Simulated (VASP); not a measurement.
# C (space group P6_3/mmc): computed properties

These are PBEsol GGA, VASP's PBE PAW potentials (set 64) (plane waves; VASP 6.6.1) values and carry that method's errors.

```json
{
 "space_group": "P6_3/mmc (194)",
 "cell": "a = b = 2.460 Å, c = 7.046 Å, α = β = 90.00°, γ = 120.00°",
 "volume_per_atom": "9.23 Å^3/atom",
 "band gap (over mesh and band path)": "none (metal, semimetal or under 0.01 eV)",
 "density": "2.16 g/cm³",
 "optical Γ-point spectrum": "26 (×2), 75, 869, 871, 1585 (×2), 1590 (×2) cm⁻¹",
 "C11": "966 GPa",
 "C12": "233 GPa",
 "C13": "-1.9 GPa",
 "C33": "13.8 GPa",
 "C44": "-3.2 GPa",
 "C66": "366 GPa"
}
```

C is modelled in the hexagonal space group P6₃/mmc (No. 194), Pearson symbol hP4. Lattice parameters: a = 2.460 Å, b = 2.460 Å, c = 7.046 Å, α = 90.00°, β = 90.00°, γ = 120.00°. C1 on 2b has 3 C at 1.420 Å (trigonal planar). C2 on 2c sees 3 C at 1.420 Å (trigonal planar). (Neighbours: up to the widest gap in distance over summed covalent radii, below 1.35, at either atom.)

Without a dispersion term in the relaxation, distances and binding between the weakly bound layers, chains or molecules are unreliable, and so is what depends on them. Finite-difference elastic constants of metals are sensitive to mesh and smearing; shear constants can be off by tens of GPa.

The structure comes from a measured C entry (P6_3/mmc) of the Crystallography Open Database, whose conditions weren't checked. It was relaxed first. Symmetry was kept, so distortions that lower it aren't found.
